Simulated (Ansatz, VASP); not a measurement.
Two plane-wave programs on GaGe

Contents of INCAR:

```
SYSTEM = GaGe
PREC = Accurate ; ENCUT = 520
EDIFF = 1E-7 ; ISMEAR = -1
SIGMA = 0.05 ; LREAL = .False.
LASPH = .True. ; NELM = 80
ALGO = Normal ; ISIF = 2
LWAVE = .False. ; LCHARG = .False.
NBANDS = 20
```

KPOINTS

```
Automatic mesh
0
Gamma
  8 8 8
  0 0 0
```

File POSCAR:

```
GaGe
1.0
    0.0000000000      2.9359778994      2.9359778994
    2.9359778994      0.0000000000      2.9359778994
    2.9359778994      2.9359778994      0.0000000000
Ge Ga
1 1
Direct
    0.0000000000      0.0000000000      0.0000000000
    0.2500000000      0.2500000000      0.2500000000
```

Contents of input.yaml:

```yaml
crystal:
  lattice:
    - [0.0, 2.9359778994, 2.9359778994]
    - [2.9359778994, 0.0, 2.9359778994]
    - [2.9359778994, 2.9359778994, 0.0]
  atoms:
    - { symbol: Ge, position: [0.0, 0.0, 0.0] }
    - { symbol: Ga, position: [0.25, 0.25, 0.25] }
hamiltonian:
  xc: lda
  pseudopotentials: { kind: paw }
kpoints:
  mp_grid: { grid: [8, 8, 8] }
scf:
  occupations: { method: fermi_dirac, width: 0.05 }
output:
  forces: true
  stress: true
  eigenvalues: true
  write_density: true
  write_potential: true
  elf: true
  volumetric_format: npy
```

The cell comes from a database or a generator and needn't be the stable form of this composition.

Alike in both runs: task single point; functional LDA; k mesh 8 × 8 × 8; occupations fermi-dirac, width 0.05 eV; no spin polarisation.

```csv
,VASP,Ansatz
version,VASP 6.6.1,Ansatz 0.2.0
potentials or method,"VASP PAW LDA potentials, release 64 (Ge_d, Ga_d)",Ansatz PAW
plane-wave cutoff (eV),520,420
valence electrons in the cell,27,27
```

```tsv
	VASP	Ansatz	Ansatz less VASP
gap on the k mesh at the Fermi level (eV)	none	none	-
pressure (GPa)	-5.5	-5.5	-0.07
```

A gap of «none» marks a metal or a gap that the smearing closes.

Caveats: the PAW data sets come from PBE, with cores solved anew for the run's functional, which leaves a small shift of forces and pressure (Ansatz).
